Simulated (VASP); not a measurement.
Input:

```
CELL_PARAMETERS angstrom
     -1.69850     1.69850     1.69850
      1.69850    -1.69850     1.69850
      1.69850     1.69850    -1.69850
ATOMIC_POSITIONS crystal
  Ge 0.00000 0.00000 0.00000
```

These are r2SCAN meta-GGA, VASP's PBE PAW potentials (set 64) (plane waves; VASP 6.6.1) values and carry that method's errors. Settings: 400 eV cut-off, 14×14×14 Γ-centred mesh, first-order Methfessel-Paxton smearing of 0.10 eV, potentials Ge_d.

Energy and stress use the plane-wave basis of the starting cell.

Q: The ions, cell shape and volume are relaxed. What does this cell relax into?

A: 
```
CELL_PARAMETERS angstrom
     -1.66859     1.66859     1.66859
      1.66859    -1.66859     1.66859
      1.66859     1.66859    -1.66859
ATOMIC_POSITIONS crystal
  Ge 0.00000 0.00000 0.00000
```
Space group Im-3m (229), at a tolerance of 0.03 Å.

Q: How do energy and volume change from the first to the last step?

A: The energy (σ→0) changes by -11.6 meV/atom and the volume by -5.2 %, in 3 ionic steps.

The structure was generated: Ge was put into the bcc type (Im-3m), which need not be its known phase. This run relaxes it. Symmetry was kept, so distortions that lower it aren't found.
